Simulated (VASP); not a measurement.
Input:

```
Cs
1.0
   -3.07467     3.07467     3.07467
    3.07467    -3.07467     3.07467
    3.07467     3.07467    -3.07467
Cs
1
Cartesian
  0.00000   0.00000   0.00000
```

Computed with PBE GGA, VASP's PBE PAW potentials (set 64) (plane waves; VASP). Settings: 520 eV cut-off, 9×9×9 Γ-centred mesh, first-order Methfessel-Paxton smearing of 0.10 eV, potentials Cs_sv.

Unless said otherwise, spin-orbit coupling is left out, though it shifts the bands of the heavy elements here.

Task: Estimate the energy per atom (σ→0), band gap (on the k-mesh) with the smallest direct gap where there is one.

Result: 
The band gap (on the k-mesh) is none (metal, semimetal or under 0.01 eV) and the energy per atom (σ→0) comes out as -0.852 eV/atom.

The compound is Cs in the bcc structure. It was relaxed first.
